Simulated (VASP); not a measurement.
```yaml
crystal:
  lattice:
    - [0.00000, 1.76792, 1.76792]
    - [1.76792, 0.00000, 1.76792]
    - [1.76792, 1.76792, 0.00000]
  atoms:
    - { symbol: C, position: [0.00000, 0.00000, 0.00000] }
    - { symbol: C, position: [0.25000, 0.25000, 0.25000] }
```

Computed with LDA (Ceperley-Alder, Perdew-Zunger), VASP's LDA PAW potentials (set 64) (plane waves; VASP). Settings: 650 eV cut-off, 11×11×11 Γ-centred mesh, Gaussian smearing of 0.050 eV, potentials C.

**Question.** Give the elastic stiffness tensor with the ions relaxed (GPa, in the frame of the cell).

**Answer.** 
```
      xx    yy    zz   yz   xz   xy
--  ----  ----  ----  ---  ---  ---
xx  1100   147   147  0.0  0.0  0.0
yy   147  1100   147  0.0  0.0  0.0
zz   147   147  1100  0.0  0.0  0.0
yz   0.0   0.0   0.0  591  0.0  0.0
xz   0.0   0.0   0.0  0.0  591  0.0
xy   0.0   0.0   0.0  0.0  0.0  591
```

**Question.** Estimate the Hill bulk modulus, Hill shear modulus, Young's modulus, Poisson's ratio.

**Answer.** 
```
Item                  Result
------------------  --------
Hill bulk modulus    465 GPa
Hill shear modulus   542 GPa
Young's modulus     1170 GPa
Poisson's ratio        0.080
```

The compound is C in the diamond structure. It was relaxed first.
